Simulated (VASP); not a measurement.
```yaml
crystal:
  lattice:
    - [3.13023, 0.00000, 0.00000]
    - [-1.56511, 2.71086, 0.00000]
    - [0.00000, 0.00000, 5.01179]
  atoms:
    - { symbol: Al, position: [0.33333, 0.66667, 0.00005] }
    - { symbol: Al, position: [0.66667, 0.33333, 0.50005] }
    - { symbol: N, position: [0.33333, 0.66667, 0.38195] }
    - { symbol: N, position: [0.66667, 0.33333, 0.88195] }
```

Method: PBE GGA, VASP's PBE PAW potentials (set 64) (plane waves; VASP 6.6.1). Run with 530 eV cut-off, 7×7×4 Γ-centred mesh, Gaussian smearing of 0.050 eV, potentials Al N.

Task: Predict the energy per atom (σ→0).

Result: 
```
Property                        Value
---------------------  --------------
energy per atom (σ→0)  -7.445 eV/atom
```

The compound is AlN in the wurtzite structure. It was relaxed first. The start is the result of an earlier pass.
